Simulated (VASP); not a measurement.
# Driving VASP from ASE on LaAsRuO

Do ASE scripts that read LaAsRuO from different structure formats give one answer, and do several routes find one equilibrium volume? All runs use PBE. Left out of this account: 1 further run (fields: a reference on another mesh). The start is a computed cell from the Materials Project.

Program: VASP 6.6.1. Level of theory: PBE, no spin polarisation; plane waves and PAW (La, As, Ru_pv, O). Results are calculated unless marked as measured.

This is a report of a sequence of runs, with most program output left out.

## 1. Set-up

It takes space group P4/nmm (No. 129, tetragonal). Conventional cell: a = 4.188 Å, b = 4.188 Å, c = 9.116 Å, α = 90.00°, β = 90.00°, γ = 90.00°. La has 4 Ru at 2.84 Å and 1 As at 3.14 Å and 4 O at 3.37 Å nearest. Nearest to As lie 4 O at 2.15 Å. Nearest to Ru lie 4 La at 2.84 Å and 4 Ru at 2.96 Å. Nearest to O lie 4 As at 2.15 Å and 4 La at 3.37 Å. Farther neighbours and most contacts between anions are not listed.

Structure file:

```xyz
8
Lattice="4.1876 0.0000 0.0000 0.0000 4.1876 0.0000 0.0000 0.0000 9.1159" Properties=species:S:1:pos:R:3 pbc="T T T"
La    0.0000    2.0938    7.2000
La    2.0938    0.0000    1.9158
As    0.0000    2.0938    4.0582
As    2.0938    0.0000    5.0576
Ru    0.0000    0.0000    0.0000
Ru    2.0938    2.0938    0.0000
O     0.0000    0.0000    4.5579
O     2.0938    2.0938    4.5579
```

## 2. Total energy, forces and stress (PBE, through ASE)

A single point through ASE, with the structure read from a POSCAR.

Input file run.py:

```python
import numpy as np
from ase.calculators.vasp import Vasp
from ase.io import read
from ase.dft.bandgap import bandgap

atoms = read('structure.vasp')

calc = Vasp(
    xc='pbe',
    pp='PBE',
    prec='Accurate',
    encut=520,
    ediff=1e-06,
    nelm=100,
    ismear=-1,
    sigma=0.05,
    lreal=False,
    algo='Normal',
    nbands=44,
    lasph=True,
    lorbit=11,
    lwave=False,
    lcharg=False,
    kpar=8,
    isif=2,
    pp_version='64',
    setups={'La': '', 'As': '', 'Ru': '_pv', 'O': ''},
    kpts=(7, 7, 4),
    gamma=True,
    txt='vasp.out',
)
atoms.calc = calc

print("energy (eV):", round(atoms.get_potential_energy(), 6))
print("Fermi level (eV):", round(calc.get_fermi_level(), 4))
print("forces (eV/A):")
print(np.round(atoms.get_forces(), 4))
print("stress (GPa, Voigt, tension positive):", np.round(atoms.get_stress() * 160.21766, 3))
gap, p1, p2 = bandgap(calc, direct=False)
print("gap on the mesh (eV):", round(gap, 4))
```

Input file structure.vasp:

```
LaAsRuO
1.0
    4.1875720000      0.0000000000      0.0000000000
    0.0000000000      4.1875720000      0.0000000000
    0.0000000000      0.0000000000      9.1158540000
La As Ru O
2 2 2 2
Direct
    0.0000000000      0.5000000000      0.7898370000
    0.5000000000      0.0000000000      0.2101630000
    0.0000000000      0.5000000000      0.4451850000
    0.5000000000      0.0000000000      0.5548150000
    0.0000000000      0.0000000000      0.0000000000
    0.5000000000      0.5000000000      0.0000000000
    0.0000000000      0.0000000000      0.5000000000
    0.5000000000      0.5000000000      0.5000000000
```

The projector-augmented-wave data sets are La, As, Ru_pv and O (PBE family, release 64).

Launch:

```
> export ASE_VASP_COMMAND="mpirun -np 8 vasp_std"
> python run.py
```

Wall time 29 s (8 MPI ranks of Intel Xeon 6975P-C (Granite Rapids), shared host); peak memory 3.4 GiB.

This run has no spin polarisation, although Ru can carry a moment.

This step gave:

```
SCF cycles              : 16
electrons               : 72
bands                   : 44
irreducible k-points    : 30
symmetry operations     : 16
free energy (TOTEN)     : -48.83 eV
energy at zero smearing : -48.80 eV
Fermi energy            : 7.316 eV
pressure                : 0.1844 GPa
metallic                : yes
```

Force by atom:

```
atom  x (eV/Å)  y (eV/Å)  z (eV/Å)   size
 La1     0.000     0.000     0.016  0.016
 La2     0.000     0.000    -0.016  0.016
 As3     0.000     0.000    -0.142  0.142
 As4     0.000     0.000     0.142  0.142
 Ru5     0.000     0.000     0.000  0.000
 Ru6     0.000     0.000     0.000  0.000
  O7     0.000     0.000     0.000  0.000
  O8     0.000     0.000     0.000  0.000
```

The pressure is 0.18 GPa and the largest force 0.142 eV/Å, so the cell is not at a minimum at these settings.

## 3. Total energy, forces and stress (PBE, through ASE), try 2

The single point through ASE, with the structure read from a CIF with its space group. The mesh changes to 6×6×3, so this is no clean test of the format.

run.py, as its differences from that of step 2:

```diff
@@ -5,3 +5,3 @@
 
-atoms = read('structure.vasp')
+atoms = read('LaAsRuO.cif')
 
@@ -27,3 +27,3 @@
     setups={'La': '', 'As': '', 'Ru': '_pv', 'O': ''},
-    kpts=(7, 7, 4),
+    kpts=(6, 6, 3),
     gamma=True,
```

Input file LaAsRuO.cif:

```cif
data_LaAsRuO
_cell_length_a 4.18757200
_cell_length_b 4.18757200
_cell_length_c 9.11585400
_cell_angle_alpha 90.00000000
_cell_angle_beta 90.00000000
_cell_angle_gamma 90.00000000
_space_group_name_H-M_alt 'P4/nmm'
_space_group_name_Hall 'P 4ab 2ab -1ab'
_space_group_IT_number 129
loop_
_space_group_symop_operation_xyz
'x,y,z'
'-y+1/2,x+1/2,z'
'-x,-y,z'
'y+1/2,-x+1/2,z'
'x+1/2,-y+1/2,-z'
'-y,-x,-z'
'-x+1/2,y+1/2,-z'
'y,x,-z'
'-x+1/2,-y+1/2,-z'
'y,-x,-z'
'x+1/2,y+1/2,-z'
'-y,x,-z'
'-x,y,z'
'y+1/2,x+1/2,z'
'x,-y,z'
'-y+1/2,-x+1/2,z'
loop_
_atom_site_label
_atom_site_type_symbol
_atom_site_symmetry_multiplicity
_atom_site_Wyckoff_symbol
_atom_site_fract_x
_atom_site_fract_y
_atom_site_fract_z
_atom_site_occupancy
La1 La 2 c 0.0000000000 0.5000000000 0.7898370000 1
As1 As 2 c 0.0000000000 0.5000000000 0.4451850000 1
Ru1 Ru 2 a 0.0000000000 0.0000000000 0.0000000000 1
O1 O 2 b 0.0000000000 0.0000000000 0.5000000000 1
```

Run time: 23 s. Hardware: 8 MPI ranks; peak memory 2.9 GiB; 2.8 min of CPU time.

The k-mesh is coarse for a metal.

Numbers from this step:

| Property | Result |
| --- | --- |
| irreducible k-points | 20 |
| free energy (TOTEN) | -48.84 eV |
| energy at zero smearing | -48.81 eV |
| Fermi energy | 7.324 eV |
| pressure | 0.04558 GPa |

Force by atom:

```
atom  x (eV/Å)  y (eV/Å)  z (eV/Å)   size
 La1     0.000     0.000     0.136  0.136
 La2     0.000     0.000    -0.136  0.136
 As3     0.000     0.000    -0.239  0.239
 As4     0.000     0.000     0.239  0.239
 Ru5     0.000     0.000     0.000  0.000
 Ru6     0.000     0.000     0.000  0.000
  O7     0.000     0.000     0.000  0.000
  O8     0.000     0.000     0.000  0.000
```

The energy lies -2.28 meV an atom from the first script, on another mesh.

## 4. Relaxing cell and atoms (PBE, through ASE)

Properties are meant for the cell that this level of theory prefers, so cell and atoms are relaxed first (ISIF = 3) until forces and stress are small; EDIFFG sets the threshold.

run.py, as its differences from that of step 3:

```diff
@@ -3,3 +3,2 @@
 from ase.io import read
-from ase.dft.bandgap import bandgap
 
@@ -24,6 +23,9 @@
     kpar=8,
-    isif=2,
+    ibrion=2,
+    nsw=60,
+    isif=3,
+    ediffg=-0.01,
     pp_version='64',
     setups={'La': '', 'As': '', 'Ru': '_pv', 'O': ''},
-    kpts=(6, 6, 3),
+    kpts=(7, 7, 4),
     gamma=True,
@@ -38,3 +40,5 @@
 print("stress (GPa, Voigt, tension positive):", np.round(atoms.get_stress() * 160.21766, 3))
-gap, p1, p2 = bandgap(calc, direct=False)
-print("gap on the mesh (eV):", round(gap, 4))
+print("cell (A, degrees):", np.round(atoms.cell.cellpar(), 4))
+print("volume (A^3):", round(atoms.get_volume(), 4))
+print("positions:")
+print(np.round(atoms.get_scaled_positions(), 5))
```

Input file LaAsRuO.cif:

```cif
data_LaAsRuO
_cell_length_a 4.18757200
_cell_length_b 4.18757200
_cell_length_c 9.11585400
_cell_angle_alpha 90.00000000
_cell_angle_beta 90.00000000
_cell_angle_gamma 90.00000000
_space_group_name_H-M_alt 'P1'
_space_group_name_Hall 'P 1'
_space_group_IT_number 1
loop_
_space_group_symop_operation_xyz
'x,y,z'
loop_
_atom_site_label
_atom_site_type_symbol
_atom_site_symmetry_multiplicity
_atom_site_Wyckoff_symbol
_atom_site_fract_x
_atom_site_fract_y
_atom_site_fract_z
_atom_site_occupancy
La1 La 1 a 0.0000000000 0.5000000000 0.7898370000 1
La2 La 1 a 0.5000000000 0.0000000000 0.2101630000 1
As1 As 1 a 0.0000000000 0.5000000000 0.4451850000 1
As2 As 1 a 0.5000000000 0.0000000000 0.5548150000 1
Ru1 Ru 1 a 0.0000000000 0.0000000000 0.0000000000 1
Ru2 Ru 1 a 0.5000000000 0.5000000000 0.0000000000 1
O1 O 1 a 0.0000000000 0.0000000000 0.5000000000 1
O2 O 1 a 0.5000000000 0.5000000000 0.5000000000 1
```

The job ended after 2.5 min (8 MPI ranks; peak memory 3.7 GiB).

The run keeps the 16 symmetry operations of its start, so it cannot find a distortion of lower symmetry.

The steps of the relaxation:

```
step  energy less that of the first step (eV)  largest force (eV/Å)  pressure (GPa)  volume (Å³)
   1                                   0.0000                0.1422            0.18       159.85
   2                                  -0.0016                0.0869           -0.21       160.39
   3                                  -0.0016                0.0715           -0.34       160.54
   4                                  -0.0029                0.0552           -0.29       160.26
   5                                  -0.0050                0.0243           -0.13       159.43
   6                                  -0.0051                0.0332           -0.09       159.20
   7                                  -0.0052                0.0281            0.06       158.97
   8                                  -0.0052                0.0244            0.06       158.97
   9                                  -0.0054                0.0162            0.03       159.03
  10                                  -0.0054                0.0128            0.01       159.06
  11                                  -0.0054                0.0075           -0.02       159.12
```

```
conventional cell, symmetrised  before  after  change
                         a (Å)   4.188  4.186  -0.0 %
                         b (Å)   4.188  4.186  -0.0 %
                         c (Å)   9.116  9.082  -0.4 %
              volume (Å³/atom)   19.98  19.89  -0.5 %
```

The atoms that moved most (Å, as changes of fractional coordinates times the final cell):

```
atom     dx     dy      dz  length
 As4  0.000  0.000   0.037   0.037
 As3  0.000  0.000  -0.037   0.037
```

The relaxed structure:

```
La As Ru O
1.0
     4.18582    0.00000    0.00000
     0.00000    4.18582    0.00000
     0.00000    0.00000    9.08192
La As Ru O
2 2 2 2
Direct
  0.00000 0.50000 0.78956
  0.50000 0.00000 0.21044
  0.00000 0.50000 0.44107
  0.50000 0.00000 0.55893
  0.00000 0.00000 0.00000
  0.50000 0.50000 0.00000
  0.00000 0.00000 0.50000
  0.50000 0.50000 0.50000
```

Numbers from this step:

* irreducible k-points: 30
* free energy (TOTEN): -48.83 eV
* energy at zero smearing: -48.80 eV
* Fermi energy: 7.365 eV
* pressure: -0.01968 GPa
* SCF cycles over all ionic steps: 87

It ends with a largest force of 0.007 eV/Å and a pressure of -0.02 GPa.

## 5. Energy against volume, from ASE (PBE)

An ASE loop scales the volume and fits the energies, which gives the bulk modulus from energies alone.

Input file run.py:

```python
import numpy as np
from ase.calculators.vasp import Vasp
from ase.io import read
from ase.eos import EquationOfState
from ase.units import GPa

atoms = read('structure.vasp')

calc = Vasp(
    xc='pbe',
    pp='PBE',
    prec='Accurate',
    encut=520,
    ediff=1e-06,
    nelm=100,
    ismear=-1,
    sigma=0.05,
    lreal=False,
    algo='Normal',
    nbands=44,
    lasph=True,
    lorbit=11,
    lwave=False,
    lcharg=False,
    kpar=8,
    isif=2,
    pp_version='64',
    setups={'La': '', 'As': '', 'Ru': '_pv', 'O': ''},
    kpts=(7, 7, 4),
    gamma=True,
    txt='vasp.out',
)
atoms.calc = calc

cell, volumes, energies = atoms.get_cell(), [], []
for x in [0.94, 0.96, 0.98, 1.0, 1.02, 1.04, 1.06]:
    atoms.set_cell(cell * x ** (1 / 3), scale_atoms=True)
    volumes.append(atoms.get_volume())
    energies.append(atoms.get_potential_energy())
    print(f"{x:.2f}  V = {volumes[-1]:.4f} A^3  E = {energies[-1]:.6f} eV")
v0, e0, b0 = EquationOfState(volumes, energies, eos="birchmurnaghan").fit()
print(f"V0 = {v0:.4f} A^3  E0 = {e0:.6f} eV  B0 = {b0 / GPa:.2f} GPa")
```

structure.vasp is that of step 2.

Elapsed: 3.1 min, on 8 MPI ranks; peak memory 3.4 GiB; 24 min of CPU time.

Numbers from this step:

```yaml
bulk_modulus: 85.13 GPa
equilibrium_volume_of_the_fit: 20.03 Å³/atom
```

The fitted volume lies +0.72 % from the relaxed one.

## 6. Relaxation driven by ASE (PBE)

Here ASE drives the relaxation and calls VASP for forces and stress at each step.

Input file run.py:

```python
import numpy as np
from ase.calculators.vasp import Vasp
from ase import Atoms
from ase.optimize import BFGS
from ase.filters import FrechetCellFilter

atoms = Atoms(['La', 'La', 'As', 'As', 'Ru', 'Ru', 'O', 'O'],
              cell=[[4.187572, 0.0, 0.0], [0.0, 4.187572, 0.0], [0.0, 0.0, 9.115854]],
              scaled_positions=[[0.0, 0.5, 0.789837], [0.5, 0.0, 0.210163], [0.0, 0.5, 0.445185], [0.5, 0.0, 0.554815], [0.0, 0.0, 0.0], [0.5, 0.5, 0.0], [0.0, 0.0, 0.5], [0.5, 0.5, 0.5]],
              pbc=True)

calc = Vasp(
    xc='pbe',
    pp='PBE',
    prec='Accurate',
    encut=520,
    ediff=1e-06,
    nelm=100,
    ismear=-1,
    sigma=0.05,
    lreal=False,
    algo='Normal',
    nbands=44,
    lasph=True,
    lorbit=11,
    lwave=False,
    lcharg=False,
    kpar=8,
    isif=2,
    pp_version='64',
    setups={'La': '', 'As': '', 'Ru': '_pv', 'O': ''},
    kpts=(7, 7, 4),
    gamma=True,
    txt='vasp.out',
)
atoms.calc = calc

BFGS(FrechetCellFilter(atoms)).run(fmax=0.02, steps=30)
print("cell (A, degrees):", np.round(atoms.cell.cellpar(), 4))
print("volume (A^3):", round(atoms.get_volume(), 4))
print("energy (eV):", round(atoms.get_potential_energy(), 6))
print("Fermi level (eV):", round(calc.get_fermi_level(), 4))
print("forces (eV/A):")
print(np.round(atoms.get_forces(), 4))
print("stress (GPa, Voigt, tension positive):", np.round(atoms.get_stress() * 160.21766, 3))
```

Run time: 3.6 min. Hardware: 8 MPI ranks; peak memory 3.4 GiB.

Numbers from this step:

- optimizer steps: 7
- volume after bfgs: 19.88 Å³/atom

## 7. The runs together

| run | atoms | mesh | energy (eV/atom) | pressure (GPa) |
| --- | --- | --- | --- | --- |
| ASE, structure read from a POSCAR | 8 | 7×7×4 | -6.09951 | 0.184 |
| ASE, structure read from a CIF with its space group | 8 | 6×6×3 | -6.10179 | 0.046 |

## 8. Total energy, forces and stress (PBE, through ASE), changed input

A single point gives energy, forces and stress at these settings. Some settings are moved from the usual, to see what they do.

run.py, as its differences from that of step 6:

```diff
@@ -3,4 +3,3 @@
 from ase import Atoms
-from ase.optimize import BFGS
-from ase.filters import FrechetCellFilter
+from ase.dft.bandgap import bandgap
 
@@ -15,3 +14,3 @@
     prec='Accurate',
-    encut=520,
+    encut=200,
     ediff=1e-06,
@@ -37,5 +36,2 @@
 
-BFGS(FrechetCellFilter(atoms)).run(fmax=0.02, steps=30)
-print("cell (A, degrees):", np.round(atoms.cell.cellpar(), 4))
-print("volume (A^3):", round(atoms.get_volume(), 4))
 print("energy (eV):", round(atoms.get_potential_energy(), 6))
@@ -45 +41,3 @@
 print("stress (GPa, Voigt, tension positive):", np.round(atoms.get_stress() * 160.21766, 3))
+gap, p1, p2 = bandgap(calc, direct=False)
+print("gap on the mesh (eV):", round(gap, 4))
```

It took 8 s on 8 MPI ranks; peak memory 1.5 GiB; 54 s of CPU time.

The run converged; its settings lie outside those of the reference runs, so its numbers are set aside.

Against the sound run on this cell (total energy, forces and stress (PBE, through ASE)) the energy at zero smearing moves by -25.7 meV an atom and the pressure by -55.74 GPa.

Settings moved from the usual: ENCUT = 200.

The cutoff falls from 520 to 200 eV, which shrinks the basis; the stress suffers most (Pulay stress), and PAW energies need not rise evenly as the basis shrinks.

## 9. Summary of results

```yaml
energy_ase_structure_read_from_a_poscar: -6.09951 eV/atom
energy_ase_structure_read_from_a_cif_with_its_space_group: -6.10179 eV/atom
volume_from_vasp_s_own_relaxation: 19.89 Å³/atom
volume_from_the_fit_of_the_ase_volume_loop: 20.03 Å³/atom
volume_from_bfgs_in_ase: 19.88 Å³/atom
```

**Reading.** With the structure read from a CIF with its space group, ASE's run differs from the first script by -2.3 meV an atom, which comes from its other mesh. The routes to the equilibrium volume agree within 0.76 %. VASP's relaxation keeps the plane waves of its start, while ASE starts VASP afresh at each cell, and a loop at fixed shape can't relax anything but the volume. Magnetism was not tested.

[Lines on the potential files, build, host, timing and source positions are cut from VASP's logs without a mark.]

[Logs are printed without paths, hosts, clocks, repeated set-up lines and the standing remarks that a program may print on its own settings, such as how far it seeks lower states.]

[Hosts, paths, dates, database ids (printed as entryN), source tags and the programs' standing remarks are cut or masked in the printed files.]

[A measured line is paired with the nearest computed mode of its activity, which favours agreement.]
